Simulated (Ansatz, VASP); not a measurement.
SrHgI3 in VASP and in Ansatz

```
CELL_PARAMETERS angstrom
9.83133 0.00000 0.00000
-4.91567 8.51418 0.00000
0.00000 0.00000 5.17002
ATOMIC_POSITIONS crystal
Sr 0.33333 0.66667 0.75000
Sr 0.66667 0.33333 0.25000
Hg 0.00000 0.00000 0.00000
Hg 0.00000 0.00000 0.50000
I 0.79983 0.59965 0.75000
I 0.40035 0.20017 0.75000
I 0.79983 0.20017 0.75000
I 0.20017 0.40035 0.25000
I 0.59965 0.79983 0.25000
I 0.20017 0.79983 0.25000
```

Alike in both runs: functional PBE; k mesh 6 × 6 × 8; occupations gaussian, width 0.1 eV; no spin polarisation.

Ansatz relaxed the structure, and its values are those at the end. VASP's run is a single point on that final structure, the one shown.

|  | VASP | Ansatz |
| --- | --- | --- |
| version | VASP 6.6.1 | Ansatz 0.2.0 |
| potentials or method | VASP PAW PBE potentials, release 64 (Sr_sv, Hg, I) | scalar-relativistic, plane waves, PAW |
| plane-wave cutoff (eV) | 520 | 420 |
| valence electrons in the cell | 86 | 162 |

```tsv
	VASP	Ansatz	Ansatz less VASP
gap on the k mesh at the Fermi level (eV)	none	none	-
pressure (GPa)	0.1	0.0	-0.10
rms of the force components (eV/Å)	0.002	0.004	+0.0018
```

A gap of «none» marks a metal or a gap that the smearing closes. The two sets of potentials don't hold the same shells in valence.

Spin-orbit coupling is left out, which matters for the levels of Hg, I.
